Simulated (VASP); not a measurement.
Output of a VASP run:

OSZICAR:
```
       N       E                     dE             d eps       ncg     rms          rms(c)
DAV:   1     0.208585457357E+03    0.20859E+03   -0.10866E+04  1984   0.124E+03
DAV:   2    -0.803989024163E+01   -0.21663E+03   -0.21529E+03  1976   0.409E+02
DAV:   3    -0.223313960353E+02   -0.14292E+02   -0.14174E+02  3264   0.952E+01
DAV:   4    -0.226742847102E+02   -0.34289E+00   -0.34275E+00  2056   0.126E+01
DAV:   5    -0.226843648512E+02   -0.10080E-01   -0.10080E-01  2640   0.166E+00    0.184E+01
DAV:   6    -0.213064619830E+02    0.13779E+01   -0.17373E+01  2528   0.349E+01    0.107E+01
DAV:   7    -0.208581383823E+02    0.44832E+00   -0.14560E+01  2472   0.228E+01    0.478E+00
DAV:   8    -0.205325170345E+02    0.32562E+00   -0.24557E+00  2648   0.105E+01    0.152E+00
DAV:   9    -0.205303504155E+02    0.21666E-02   -0.77068E-02  1888   0.228E+00    0.559E-01
DAV:  10    -0.205295996328E+02    0.75078E-03   -0.10751E-02  2344   0.113E+00    0.755E-02
DAV:  11    -0.205295825966E+02    0.17036E-04   -0.12760E-03  2512   0.282E-01    0.588E-02
DAV:  12    -0.205295283688E+02    0.54228E-04   -0.19695E-04  2400   0.861E-02    0.687E-03
DAV:  13    -0.205295274724E+02    0.89646E-06   -0.21994E-06  1784   0.152E-02
   1 F= -.20529527E+02 E0= -.20523730E+02  d E =-.115953E-01
```

File OUTCAR:
```
------------------------ aborting loop because EDIFF is reached ----------------------------------------
  FORCE on cell =-STRESS in cart. coord.  units (eV):
  Direction    XX          YY          ZZ          XY          YZ          ZX
  --------------------------------------------------------------------------------------
  Total       -1.7178215     -1.7178215     -1.7178215     -0.0000000      0.0000000     -0.0000000
  in kB      -91.4971241    -91.4971241    -91.4971241     -0.0000000      0.0000000     -0.0000000
  external PRESSURE =     -91.4971241 kB  Pullay stress =       0.0000000 kB
  volume of cell :       30.08
      direct lattice vectors                 reciprocal lattice vectors
     3.110000000  0.000000000  0.000000000     0.321543408  0.000000000  0.000000000
     0.000000000  3.110000000  0.000000000     0.000000000  0.321543408  0.000000000
     0.000000000  0.000000000  3.110000000     0.000000000  0.000000000  0.321543408
 POSITION                                       TOTAL-FORCE (eV/Angst)
 -----------------------------------------------------------------------------------
      0.00000      0.00000      0.00000         0.000000      0.000000      0.000000
      1.55500      1.55500      1.55500         0.000000      0.000000      0.000000
 -----------------------------------------------------------------------------------
    total drift:                                0.000000     -0.000000     -0.000000
  FREE ENERGIE OF THE ION-ELECTRON SYSTEM (eV)
  ---------------------------------------------------
  free  energy   TOTEN  =       -20.5295274724 eV

  energy  without entropy=      -20.5179321519  energy(sigma->0) =      -20.52372981
```
(Selected blocks of OUTCAR.)

POSCAR:
```
TiTc
1
    3.1100000000     0.0000000000     0.0000000000
    0.0000000000     3.1100000000     0.0000000000
    0.0000000000     0.0000000000     3.1100000000
Tc Ti
1 1
Direct
  0.0000000000   0.0000000000   0.0000000000
  0.5000000000   0.5000000000   0.5000000000
```

### Question
Reconstruct the remaining input files.

### Answer
Several could match; the one computed here: the input of the run itself, PBEsol GGA, plane waves, VASP's PBE PAW potentials (set 64).

### INCAR
```
EDIFF = 1E-6
ENCUT = 300
LCHARG = .False.
SIGMA = 0.1
GGA = PS
ISIF = 2
LMAXMIX = 4
NELM = 100   ! most electronic steps
PREC = Accurate
LREAL = .False.   ! projection in real space or not
ALGO = Normal   ! blocked Davidson
ISMEAR = 0
LWAVE = .False.
SYSTEM = TiTc
LASPH = .True.
```

**KPOINTS**
```
Automatic mesh
0
Gamma
11 11 11
0 0 0
```

POTCAR, in this order: Tc_pv Ti_sv (PBE.64 set). Program: vasp_std.

At this cut-off the stress carries a Pulay error, which pulls relaxed volumes low.

The structure comes from a measured TiTc entry of the Crystallography Open Database, whose conditions weren't checked. The cell was not relaxed at this level. The electron count is odd and the run is not spin-polarised, which forces a metal.
